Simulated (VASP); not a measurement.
Consider the following.

```
CELL_PARAMETERS angstrom
      3.48241     0.00000     0.00000
      0.00000     3.48241     0.00000
      0.00000     0.00000     3.48241
ATOMIC_POSITIONS crystal
  Al 0.00000 0.00000 0.00000
  Ni 0.00000 0.50000 0.50000
  Ni 0.50000 0.00000 0.50000
  Ni 0.50000 0.50000 0.00000
```
Starting moments (μB, in the order of the record's atoms Al Ni Ni Ni): 0.0 0.5 0.5 0.5.

All values below come from LDA (Ceperley-Alder, Perdew-Zunger), VASP's LDA PAW potentials (set 64) (plane waves; VASP). Numerical set-up: 520 eV cut-off, 8×8×8 Γ-centred mesh, first-order Methfessel-Paxton smearing of 0.10 eV, potentials Al Ni.

Q: Predict the cell moment, energy per atom (σ→0), band gap (on the k-mesh) with the smallest direct gap where there is one.

A: 
```yaml
band gap (on the k-mesh): none (metal, semimetal or under 0.01 eV)
cell_moment: 0.53 μB
energy per atom (σ→0): -6.456 eV/atom
```

Q: Give the moment on each site (PAW-sphere projection).

A: 
```tsv
site	moment (μB)
Al1	-0.01
Ni2	0.18
Ni3	0.18
Ni4	0.18
```

Total energies compare only between runs with the same potentials, cut-off and functional.

The compound is Ni3Al in the L1_2 structure. It was relaxed first, which changed the volume by -7 %. The start is the result of an earlier pass.
